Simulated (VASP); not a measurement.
Data:

```xyz
5
Lattice="1.9964 -3.4578 0.0000 1.9964 3.4578 0.0000 0.0000 0.0000 4.8711" Properties=species:S:1:pos:R:3 pbc="T T T"
Al     1.9964     3.4578     0.0000
Al     1.9964     1.1526     3.1571
Al     1.9964    -1.1526     1.7140
Ni     1.9964     1.1526     0.7134
Ni     1.9964    -1.1526     4.1577
```

Level of theory: r2SCAN meta-GGA with spin-orbit coupling, VASP's PBE PAW potentials (set 64) (plane waves; VASP 6.6.1). Numerical set-up: 400 eV cut-off, 8×8×6 Γ-centred mesh, Gaussian smearing of 0.050 eV, potentials Al Ni.

Task: Estimate the energy per atom (σ→0), band gap (over mesh and band path) with the smallest direct gap where there is one.

Result: 
```
Property                                                              Result
----------------------------------  ----------------------------------------
band gap (over mesh and band path)  none (metal, semimetal or under 0.01 eV)
energy per atom (σ→0)                                         -9.472 eV/atom
```

The compound is Al3Ni2 in the sg164 structure. It was relaxed first.
